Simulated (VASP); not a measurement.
Here is the system:

```xyz
2
Lattice="0.0000 2.1200 2.1200 2.1200 0.0000 2.1200 2.1200 2.1200 0.0000" Properties=species:S:1:pos:R:3 pbc="T T T"
Ti     0.0000     0.0000     0.0000
N      2.1200     2.1200     2.1200
```

Computed with PBE GGA, VASP's PBE PAW potentials (set 64) (plane waves; VASP). Numerical set-up: 400 eV cut-off, 18×18×18 Γ-centred mesh, Fermi-Dirac smearing of 0.10 eV, potentials Ti_sv N.

Task: Give the energies of bands 6 to 11 at the high-symmetry points, in eV from the Fermi level.

Result: 
```
band      Γ      X      U      L      W
----  -----  -----  -----  -----  -----
6     -2.04  -5.84  -5.82  -8.08  -5.48
7     -2.04  -3.23  -5.72  -5.48  -5.48
8     -2.04  -3.23  -4.47  -5.48  -5.37
9     -0.61  -3.07  -0.46   1.69   0.93
10    -0.61   1.65   1.98   1.69   0.93
11    -0.61   2.39   2.32   2.37   2.39
```

It has no gap at this level: it comes out as a metal or semimetal.

The structure is a typed TiN crystal. The cell was not relaxed at this level. The electron count is odd and the run is not spin-polarised, which forces a metal.
